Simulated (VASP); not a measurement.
## TiRuC2 with PBEsol + D4: from relaxation to properties

What structure does TiRuC2 take at this level, and what are its properties? The steps: rough relaxation of the start cell, full relaxation (PBEsol + D4), density, ELF and potential (PBEsol + D4), bands along the symmetry lines (PBEsol + D4), total and projected DOS (PBEsol + D4), band structure (TB-mBJ), core-level energies (PBEsol + D4) and field gradients at the nuclei (PBEsol + D4). The cell is invented: it takes the structure of a Materials Project entry for ZrTiC2 (space group 166 there), with some of its atoms replaced by other elements, volume scaled by an estimate. It may not be a known or stable phase. Left out of this account: at least 1 further run (relaxation: not told here). The atoms of the start are displaced at random from the sites of a R-3m cell.

Program: VASP 6.6.1. Level of theory: PBEsol with D4; plane waves and PAW (Ru_pv, Ti_sv, C). Results are calculated unless marked as measured.

**1. Set-up**

Before any relaxation, the start is as follows. Symmetry: P1, No. 1, triclinic system. Conventional cell: a = 3.078 Å, b = 3.078 Å, c = 5.294 Å, α = 73.10°, β = 73.10°, γ = 60.00°. Ru has 6 C at 2.20 to 2.24 Å nearest. Ti has 6 C at 2.09 to 2.14 Å nearest. Nearest to C lie 3 Ti at 2.09 to 2.14 Å and 3 Ru at 2.21 to 2.24 Å. Nearest to C lie 3 Ti at 2.12 to 2.14 Å and 3 Ru at 2.20 to 2.23 Å. It derives from ZrTiC2. It takes the structure of a Materials Project entry for ZrTiC2 (space group 166 there), with some of its atoms replaced by other elements, volume scaled by an estimate. Farther neighbours are not listed.

As a file:

```xyz
4
Lattice="1.5391 0.8886 4.9864 -1.5391 0.8886 4.9864 0.0000 -1.7772 4.9864" Properties=species:S:1:pos:R:3 pbc="T T T"
Ru    0.0041   -0.0031   -0.0007
Ti    0.0041    0.0092    7.4867
C    -0.0055   -0.0185    3.6436
C     0.0111    0.0182   11.2938
```

**2. Rough relaxation of the start cell**

The start is only an estimate, so a cheap relaxation brings it near a minimum before any careful run. PBEsol restores the gradient expansion of exchange and is tuned for the cells of solids. A dispersion term adds the long-range attraction that semilocal functionals lack. D4 lets the coefficients depend on atomic charges too.

INCAR reads:

```
SYSTEM = TiRuC2
PREC = Normal
ENCUT = 520
EDIFF = 1E-05
NELM = 60
ISMEAR = 0
SIGMA = 0.05
LREAL = .FALSE.
ALGO = Fast
GGA = PS
IVDW = 13
NBANDS = 23
LASPH = .TRUE.
LORBIT = 11
LWAVE = .FALSE.
LCHARG = .FALSE.
KPAR = 2
IBRION = 2
NSW = 40
ISIF = 3
EDIFFG = -0.04
```

POSCAR reads:

```
TiRuC2
1.0
    1.5391410000      0.8886230000      4.9863790000
   -1.5391410000      0.8886230000      4.9863790000
    0.0000000000     -1.7772460000      4.9863790000
Ru Ti C
1 1 2
Direct
    0.0007070000     -0.0019520000      0.0011140000
    0.5035440000      0.5008730000      0.4970180000
    0.2383110000      0.2418860000      0.2505080000
    0.7619870000      0.7547900000      0.7481540000
```

KPOINTS reads:

```
Automatic mesh
0
Gamma
6 6 6
0 0 0
```

PAW data sets: Ru_pv, Ti_sv and C (PBE family, release 64).

On the command line:

```console
> mpirun -np 2 vasp_std
```

The program printed:

```text
[banner, memory and clock lines left out]
running    2 mpi-ranks, on    1 nodes
 distrk:  each k-point on    1 cores,    2 groups
 distr:  one band on    1 cores,    1 groups

 POSCAR found type information on POSCAR RuTiC
 POSCAR found :  3 types and       4 ions
|                                                                             |
|               ----> ADVICE to this user running VASP <----                  |
|                                                                             |
|     You enforced a specific xc type in the INCAR file but a different       |
|     [... a line on the potential file left out ...]
|     I HOPE YOU KNOW WHAT YOU ARE DOING!                                     |
|                                                                             |

 LDA part: xc-table for (Slater+PW92), standard interpolation
 POSCAR, INCAR and KPOINTS ok, starting setup
 FFT: planning ... GRIDC
 FFT: planning ... GRID_SOFT
 FFT: planning ... GRID
 WAVECAR not read
 entering main loop
       N       E                     dE             d eps       ncg     rms          rms(c)
DAV:   1     0.359222179094E+03    0.35922E+03   -0.18032E+04  5160   0.169E+03
DAV:   2    -0.136639043156E+02   -0.37289E+03   -0.36076E+03  5467   0.491E+02
DAV:   3    -0.449736455184E+02   -0.31310E+02   -0.30333E+02  8948   0.123E+02
DAV:   4    -0.463435966392E+02   -0.13700E+01   -0.13621E+01  5971   0.224E+01
DAV:   5    -0.463954620882E+02   -0.51865E-01   -0.51859E-01  7682   0.399E+00    0.310E+01
RMM:   6    -0.416235651217E+02    0.47719E+01   -0.47524E+01  5822   0.472E+01    0.165E+01
RMM:   7    -0.382996056795E+02    0.33240E+01   -0.10262E+01  5921   0.214E+01    0.841E+00
RMM:   8    -0.378357007920E+02    0.46390E+00   -0.13433E+00  6039   0.946E+00    0.503E+00
RMM:   9    -0.377098764526E+02    0.12582E+00   -0.54731E-01  6793   0.406E+00    0.201E+00
RMM:  10    -0.377291029320E+02   -0.19226E-01   -0.26908E-01  6834   0.252E+00    0.753E-01
RMM:  11    -0.377337846803E+02   -0.46817E-02   -0.79139E-02  7335   0.147E+00    0.518E-01
RMM:  12    -0.377362990912E+02   -0.25144E-02   -0.25541E-02  7407   0.106E+00    0.198E-01
RMM:  13    -0.377370881583E+02   -0.78907E-03   -0.11294E-02  7340   0.540E-01    0.123E-01
RMM:  14    -0.377375880986E+02   -0.49994E-03   -0.53584E-03  7288   0.325E-01    0.100E-01
RMM:  15    -0.377378153678E+02   -0.22727E-03   -0.24549E-03  6996   0.226E-01    0.598E-02
RMM:  16    -0.377378841613E+02   -0.68794E-04   -0.95896E-04  6996   0.155E-01    0.234E-02
RMM:  17    -0.377379534752E+02   -0.69314E-04   -0.74032E-04  6432   0.112E-01    0.113E-02
RMM:  18    -0.377379772720E+02   -0.23797E-04   -0.27034E-04  5696   0.695E-02    0.417E-03
RMM:  19    -0.377379937726E+02   -0.16501E-04   -0.18249E-04  4933   0.495E-02    0.442E-03
RMM:  20    -0.377380005921E+02   -0.68195E-05   -0.83101E-05  4466   0.387E-02
   1 F= -.38490226E+02 E0= -.38488336E+02  d E =-.384902E+02
 curvature:   0.00 expect dE= 0.000E+00 dE for cont linesearch  0.000E+00
 trial: gam= 0.00000 g(F)=  0.317E+00 g(S)=  0.785E+00 ort = 0.000E+00 (trialstep = 0.100E+01)
 search vector abs. value=  0.110E+01
 bond charge predicted
       N       E                     dE             d eps       ncg     rms          rms(c)
DAV:   1    -0.493063104960E+02   -0.11568E+02   -0.28158E+02  5152   0.180E+02    0.440E+01
RMM:   2    -0.411928459929E+02    0.81135E+01   -0.50298E+01  5411   0.590E+01    0.129E+01
RMM:   3    -0.378296009234E+02    0.33632E+01   -0.80308E+00  5781   0.234E+01    0.556E+00
RMM:   4    -0.375166349200E+02    0.31297E+00   -0.20242E+00  6154   0.119E+01    0.323E+00
RMM:   5    -0.375013899821E+02    0.15245E-01   -0.14575E+00  6579   0.837E+00    0.212E+00
RMM:   6    -0.375368639377E+02   -0.35474E-01   -0.28135E-01  6866   0.413E+00    0.929E-01
RMM:   7    -0.375645756377E+02   -0.27712E-01   -0.16310E-01  7265   0.205E+00    0.510E-01
RMM:   8    -0.375764439883E+02   -0.11868E-01   -0.62884E-02  7458   0.135E+00    0.303E-01
RMM:   9    -0.375782129067E+02   -0.17689E-02   -0.27974E-02  7271   0.850E-01    0.127E-01
RMM:  10    -0.375792357041E+02   -0.10228E-02   -0.10648E-02  8093   0.429E-01    0.198E-01
RMM:  11    -0.375796262961E+02   -0.39059E-03   -0.37080E-03  7402   0.270E-01    0.255E-01
RMM:  12    -0.375797198433E+02   -0.93547E-04   -0.17400E-03  6831   0.203E-01    0.181E-01
RMM:  13    -0.375797812217E+02   -0.61378E-04   -0.95439E-04  6623   0.126E-01    0.178E-01
RMM:  14    -0.375798199712E+02   -0.38749E-04   -0.45046E-04  5945   0.802E-02    0.182E-01
RMM:  15    -0.375798401510E+02   -0.20180E-04   -0.23926E-04  5327   0.578E-02    0.184E-01
RMM:  16    -0.375798432422E+02   -0.30912E-05   -0.13722E-04  5522   0.588E-02    0.160E-01
RMM:  17    -0.375798359834E+02    0.72588E-05   -0.12813E-04  5716   0.746E-02    0.112E-01
RMM:  18    -0.375798361325E+02   -0.14916E-06   -0.57262E-05  5080   0.516E-02
   2 F= -.38496672E+02 E0= -.38494873E+02  d E =-.644585E-02
[... from here on, the cycles between the ionic steps are left out ...]
   3 F= -.38812735E+02 E0= -.38810344E+02  d E =-.322509E+00
   4 F= -.38921398E+02 E0= -.38919616E+02  d E =-.108663E+00
[...]
WARNING in EDDRMM: call to ZHEGV failed, returncode =   6  3      8
   5 F= -.38921918E+02 E0= -.38920122E+02  d E =-.109183E+00
   6 F= -.38922146E+02 E0= -.38920551E+02  d E =-.228087E-03
[...]
WARNING in EDDRMM: call to ZHEGV failed, returncode =   6  3     16
[...]
WARNING in EDDRMM: call to ZHEGV failed, returncode =   6  3     17
   7 F= -.38925099E+02 E0= -.38923406E+02  d E =-.318166E-02
   8 F= -.38925900E+02 E0= -.38924325E+02  d E =-.801110E-03
 trial-energy change:   -0.000801  1 .order   -0.000841   -0.001876    0.000195
 step:   0.7489(harm=  0.7489)  dis= 0.00305  next Energy=   -38.925949 (dE=-0.850E-03)
 bond charge predicted
       N       E                     dE             d eps       ncg     rms          rms(c)
DAV:   1    -0.381292710329E+02   -0.34690E-03   -0.27140E-03  6384   0.571E-01    0.670E-02
RMM:   2    -0.381292399117E+02    0.31121E-04   -0.27832E-04  5453   0.147E-01    0.432E-02
RMM:   3    -0.381292165114E+02    0.23400E-04   -0.49749E-05  4991   0.648E-02    0.172E-02
RMM:   4    -0.381292115164E+02    0.49951E-05   -0.21338E-05  3604   0.349E-02
   9 F= -.38925924E+02 E0= -.38924338E+02  d E =-.824300E-03
 curvature:  -0.44 expect dE=-0.819E-04 dE for cont linesearch -0.584E-05
 trial: gam= 0.16980 g(F)=  0.117E-03 g(S)=  0.673E-04 ort =-0.188E-03 (trialstep = 0.811E+00)
 search vector abs. value=  0.198E-03
 reached required accuracy - stopping structural energy minimisation
```

The job ended after 5.9 min (2 MPI ranks of Intel Xeon Platinum 8488C (Sapphire Rapids), shared host; peak memory 0.51 GiB).

The logs omit lines about the potential files and the build; timing stands in the text.

Parts of OUTCAR (step 2):

```text
ion  position               nearest neighbor table
   1  0.001  0.998  0.001-   4 2.20   3 2.21   4 2.22   3 2.23   4 2.23   3 2.24   2 3.05   2 3.06
                             2 3.06   2 3.06   2 3.06   2 3.08
   2  0.504  0.501  0.497-   3 2.09   3 2.11   4 2.12   4 2.13   3 2.14   4 2.14   1 3.05   1 3.06
                             1 3.06   1 3.06   1 3.06   1 3.08
   3  0.238  0.242  0.251-   2 2.09   2 2.11   2 2.14   1 2.21   1 2.23   1 2.24
   4  0.762  0.755  0.748-   2 2.12   2 2.13   2 2.14   1 2.20   1 2.22   1 2.23

  LATTYP: Found a trigonal (rhomboedric) cell.
 ALAT       =     5.2936359325
 COS(alpha) =     0.8309252823

 Subroutine GETGRP returns: Found  1 space group operations
 (whereof  1 operations were pure point group operations)

The static configuration has the point symmetry C_1 .

 Found    112 irreducible k-points:

   k-points           NKPTS =    112   k-points in BZ     NKDIM =    112   number of bands    NBANDS=     23

   dimension x,y,z NGX =    30 NGY =   30 NGZ =   30
   dimension x,y,z NGXF=    60 NGYF=   60 NGZF=   60

   ENCUT  =  520.0 eV  38.22 Ry    6.18 a.u.   9.84  9.84  9.84*2*pi/ulx,y,z

   NELECT =      34.0000    total number of electrons

 k-points in reciprocal lattice and weights: Automatic mesh
   0.00000000  0.00000000  0.00000000       0.005
   0.16666667  0.00000000 -0.00000000       0.009
   0.00000000  0.16666667 -0.00000000       0.009
   0.00000000  0.00000000  0.16666667       0.009
   0.33333333  0.00000000 -0.00000000       0.009
   0.00000000  0.33333333 -0.00000000       0.009
   0.00000000  0.00000000  0.33333333       0.009
   0.50000000 -0.00000000  0.00000000       0.005
  -0.00000000  0.50000000  0.00000000       0.005
[...]
0.50000000  0.33333333 -0.33333333       0.009
   0.50000000  0.50000000  0.50000000       0.005

 average (electrostatic) potential at core
       1 -68.6519       2 -69.3291       3 -43.6949       4 -43.7183

 E-fermi :  11.4655

 k-point     1 :       0.0000    0.0000    0.0000
  band No.  band energies     occupation
    ...
     13       8.8937      2.00000
     14       8.9089      2.00000
     15      10.2041      2.00000
     16      11.3547      1.99828
     17      11.3597      1.99723
     18      11.8292      0.00000
     19      11.8435      0.00000
     20      12.4574      0.00000
     21      13.3002      0.00000
     22      13.3088      0.00000
    ...

 k-point     2 :       0.1667    0.0000   -0.0000
  band No.  band energies     occupation
    ...
     13       7.8465      2.00000
     14       8.4238      2.00000
     15       9.0899      2.00000
     16      10.2246      2.00000
     17      11.1634      2.00000
     18      12.2821      0.00000
     19      12.6218      0.00000
     20      13.2622      0.00000
     21      13.7193      0.00000
     22      14.3416      0.00000
    ...

 k-point     3 :       0.0000    0.1667   -0.0000
  band No.  band energies     occupation
    ...
     13       7.8421      2.00000
     14       8.4305      2.00000
     15       9.0882      2.00000
     16      10.2263      2.00000
     17      11.1673      2.00000
     18      12.2779      0.00000
     19      12.6268      0.00000
     20      13.2563      0.00000
     21      13.7190      0.00000
     22      14.3417      0.00000
    ...

  DFT-D4 for vdW energy calculation

  Edisp (eV):   -0.79671

  Total       0.06458     0.01040     0.02883     0.01527     0.00021     0.00130
  in kB       2.69315     0.43388     1.20219     0.63666     0.00896     0.05420
  external pressure =        1.44 kB  Pullay stress =        0.00 kB

  energy-cutoff  :      520.00
  volume of cell :       38.42
      direct lattice vectors                 reciprocal lattice vectors
     1.540279926  0.891392668  4.669616619     0.324776290  0.187278527  0.071272424
    -1.539493556  0.892802333  4.669243463    -0.324622269  0.186981753  0.071383805
     0.001614038 -1.779599981  4.668799557    -0.000179993 -0.374310832  0.071512331

 POSITION                                       TOTAL-FORCE (eV/Angst)
 -----------------------------------------------------------------------------------
     -1.53587      0.89242      4.67101        -0.001831      0.014655     -0.018249
      0.00445      0.00553      7.00293         0.002502     -0.014880     -0.004046
      0.00359      0.00181      3.52003         0.002647      0.005778      0.036646
      0.00571      0.00577     10.47248        -0.003318     -0.005553     -0.014350
 -----------------------------------------------------------------------------------
    total drift:                                0.001368      0.000922     -0.002277

  FREE ENERGIE OF THE ION-ELECTRON SYSTEM (eV)
  ---------------------------------------------------
  free  energy   TOTEN  =       -38.9259235388 eV

  energy  without entropy=      -38.9227525800  energy(sigma->0) =      -38.92433806

 reached required accuracy - stopping structural energy minimisation

 total charge
# of ion       s       p       d       tot
------------------------------------------
    1        0.357   6.387   6.090  12.834
    2        2.190   6.246   2.039  10.475
    3        0.881   1.494   0.000   2.375
    4        0.881   1.495   0.000   2.376
--------------------------------------------------
tot          4.309  15.621   8.130  28.059

[... 3 further parts left out ...]
```

CONTCAR:

```
TiRuC2
   1.00000000000000
     1.5402799257433804    0.8913926681581548    4.6696166190842812
    -1.5394935556981069    0.8928023329378372    4.6692434629646540
     0.0016140384388692   -1.7795999807444867    4.6687995574900620
  Ru              Ti              C
     1     1     2
Direct
     0.0012320341170146    0.9988761201868953    0.0002704568949912
     0.5015956552891093    0.4994854014229915    0.4987249211602157
     0.2523865356393715    0.2504448962812866    0.2510476215665270
     0.7493347749545018    0.7467905821088233    0.7467510003782674
```

The k-mesh is coarse for a metal. This relaxation is a rough one on cheap settings, only to bring the start near its minimum. The PAW data sets were made with PBE, which is usual practice but a small mismatch for other functionals. Dispersion corrections of this kind ignore metallic screening and tend to overbind metals.

Relaxation path:

| step | energy less that of the first step (eV) | largest force (eV/Å) | pressure (GPa) | volume (Å³) |
| --- | --- | --- | --- | --- |
| 1 | 0.0000 | 1.8305 | -17.29 | 40.92 |
| 2 | -0.0064 | 0.2361 | 40.11 | 34.71 |
| 3 | -0.3225 | 1.2033 | 7.25 | 37.58 |
| 4 | -0.4312 | 0.1025 | 2.06 | 38.22 |
| 5 | -0.4317 | 0.1858 | 1.80 | 38.26 |
| 6 | -0.4319 | 0.1040 | -3.09 | 38.79 |
| 7 | -0.4349 | 0.0480 | -0.76 | 38.53 |
| 8 | -0.4357 | 0.0464 | 0.08 | 38.41 |
| 9 | -0.4357 | 0.0372 | 0.14 | 38.42 |

```csv
cell as run,before,after,change
a (Å),5.294,4.997,-5.6 %
b (Å),5.294,4.997,-5.6 %
c (Å),5.294,4.996,-5.6 %
α (°),33.81,35.96,+6.4 %
β (°),33.81,35.93,+6.3 %
γ (°),33.81,35.90,+6.2 %
volume (Å³/atom),10.23,9.60,-6.1 %
```

The atoms that moved most (Å, as changes of fractional coordinates times the final cell):

| atom | dx | dy | dz | length |
| --- | --- | --- | --- | --- |
| C3 | 0.009 | 0.019 | 0.108 | 0.110 |
| C4 | -0.007 | -0.016 | -0.103 | 0.104 |
| Ti2 | -0.001 | -0.006 | -0.008 | 0.010 |

The relaxed structure:

```
Ru Ti C
1.0
     1.54028    0.89139    4.66962
    -1.53949    0.89280    4.66924
     0.00161   -1.77960    4.66880
Ru Ti C
1 1 2
Direct
  0.00123 0.99888 0.00027
  0.50160 0.49949 0.49872
  0.25239 0.25044 0.25105
  0.74933 0.74679 0.74675
```

This step gave:

| Quantity | Value |
| --- | --- |
| electrons | 34 |
| bands | 23 |
| irreducible k-points | 112 |
| symmetry operations | 1 |
| free energy (TOTEN) | -38.93 eV |
| energy at zero smearing | -38.92 eV |
| Fermi energy | 11.47 eV |
| pressure | 0.1443 GPa |
| metallic, judged on the points sampled | yes |
| SCF cycles over all ionic steps | 109 |

It ends with a largest force of 0.037 eV/Å and a pressure of 0.14 GPa.

(Part 1 of 4 ends here.)

[Lines on the potential files, build, host, timing and source positions are cut from VASP's logs without a mark.]

[Logs are printed without paths, hosts, clocks, repeated set-up lines and the standing remarks that a program may print on its own settings, such as how far it seeks lower states.]

[Hosts, paths, dates, database ids (printed as entryN), source tags and the programs' standing remarks are cut or masked in the printed files.]

[A measured line is paired with the nearest computed mode of its activity, which favours agreement.]

[In band tables of VASP the shares of atoms and orbitals are scaled to a sum of 1 inside the atoms' spheres.]
